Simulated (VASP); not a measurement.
**HfO2: single point with PBE**

HfO2:

```
CELL_PARAMETERS angstrom
0.00000 2.55000 2.55000
2.55000 0.00000 2.55000
2.55000 2.55000 0.00000
ATOMIC_POSITIONS crystal
Hf 0.00000 0.00000 0.00000
O 0.25000 0.25000 0.25000
O 0.75000 0.75000 0.75000
```

The cell was built by a generator and needn't be a form met in nature.

| Item | Value |
| --- | --- |
| Program | VASP 6.6.1 |
| Task | single point |
| Functional | PBE |
| Potentials or basis | VASP PAW PBE potentials, release 64 (Hf_pv, O) |
| Cutoff | 700 eV |
| k mesh | 6 × 6 × 6 |
| Occupations | gaussian, width 0.05 eV |
| Spin | no spin polarisation |
| Further INCAR settings | ALGO = Fast; EDIFF = 1e-06; NBANDS = 18 |

* Pressure: -4.2 GPa
* Band gap on the k mesh: 3.76 eV, direct

Levels at points of the mesh, in eV from the valence-band top:
```
           k point  band 9  band 10  band 11  band 12  band 13  band 14
(0.00, 0.00, 0.00)   -0.60    -0.60    -0.60     3.84     3.84     5.70
(0.50, 0.00, 0.00)   -2.69    -1.81    -1.81     4.54     4.54     6.82
(0.50, 0.50, 0.00)   -1.50    -1.50     0.00     3.76     5.41     6.48
```

Wall time 14 s on 1 thread of Intel(R) Xeon(R) Platinum 8488C (Sapphire Rapids), on a shared host, peak memory 0.18 GiB.

Caveat: spin-orbit coupling is left out, which moves the levels of the heavy elements. Expect the measured gap to be larger: semilocal functionals such as PBE lack the derivative discontinuity.
